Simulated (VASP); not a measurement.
## CdSb2O4: density of states with PBE

CdSb2O4:

```
Cd Sb O
1.0
     7.10347    0.00000    0.00000
     0.00000   10.06436    0.00000
     0.00000    0.00000    3.39866
Cd Sb O
2 4 8
Direct
  0.00000 0.00000 0.00000
  0.50000 0.50000 0.00000
  0.60708 0.20474 0.50000
  0.39292 0.79526 0.50000
  0.10708 0.29526 0.50000
  0.89292 0.70474 0.50000
  0.19294 0.19231 0.00000
  0.80706 0.80769 0.00000
  0.10467 0.86110 0.50000
  0.89533 0.13890 0.50000
  0.69294 0.30769 0.00000
  0.30706 0.69231 0.00000
  0.39533 0.36110 0.50000
  0.60467 0.63890 0.50000
```

The cell was built by a generator and needn't be a form met in nature.

```
Program                 : VASP 6.6.1
Task                    : density of states
Functional              : PBE
Potentials or basis     : VASP PAW PBE potentials, release 64 (Cd, Sb, O)
Cutoff                  : 520 eV
k mesh                  : 6 × 4 × 8
Occupations             : gaussian, width 0.1 eV
Spin                    : no spin polarisation
k mesh for the DOS      : 9 × 6 × 12
Occupations for the DOS : tetrahedron
Further INCAR settings  : ALGO = Normal; EDIFF = 1e-07; NBANDS = 59
```

- Valence electrons inside the program's atomic spheres: Cd 10.21; Sb 2.24; O 4.99

Levels at points of the mesh, in eV from the valence-band top:
```
           k point  band 44  band 45  band 46  band 47  band 48  band 49
(0.00, 0.00, 0.00)    -0.58    -0.52     0.00     2.48     2.59     3.40
(0.00, 0.50, 0.00)    -0.58    -0.29    -0.29     2.81     2.81     3.16
(0.00, 0.00, 0.50)    -0.30    -0.27    -0.12     2.50     3.29     3.32
(0.00, 0.50, 0.50)    -0.56    -0.23    -0.23     2.69     2.69     3.58
```

States per cell in windows of 1 eV (zero at the valence-band top; states under -8 eV left out):
```
from (eV)  total  Cd1_d  Cd2_d  O7_p  O8_p  O11_p  O12_p
     -8.0   2.74   0.21   0.21  0.05  0.05   0.05   0.05
     -7.0  21.30   8.85   8.85  0.11  0.11   0.11   0.11
     -6.0   0.28   0.01   0.01  0.02  0.02   0.02   0.02
     -5.0   9.67   0.33   0.33  0.57  0.57   0.57   0.57
     -4.0   9.95   0.25   0.25  0.63  0.63   0.63   0.63
     -3.0   9.66   0.11   0.11  0.71  0.71   0.71   0.71
     -2.0   7.60   0.11   0.11  0.58  0.58   0.58   0.58
     -1.0  11.08   0.24   0.24  0.60  0.60   0.60   0.60
      0.0   0.00   0.00   0.00  0.00  0.00   0.00   0.00
      1.0   0.00   0.00   0.00  0.00  0.00   0.00   0.00
      2.0   2.11   0.01   0.01  0.05  0.05   0.05   0.05
      3.0   5.61   0.01   0.01  0.15  0.15   0.15   0.15
      4.0   5.51   0.01   0.01  0.15  0.15   0.15   0.15
      5.0   7.12   0.01   0.01  0.22  0.22   0.22   0.22
      6.0   5.24   0.01   0.01  0.12  0.12   0.12   0.12
      7.0   0.44   0.00   0.00  0.01  0.01   0.01   0.01
```

Run time: 4.4 min on 8 MPI ranks on Intel(R) Xeon(R) 6975P-C (Granite Rapids) (shared host), peak memory 1.4 GiB a rank.

Spin-orbit coupling is left out, which matters for the levels of Sb.
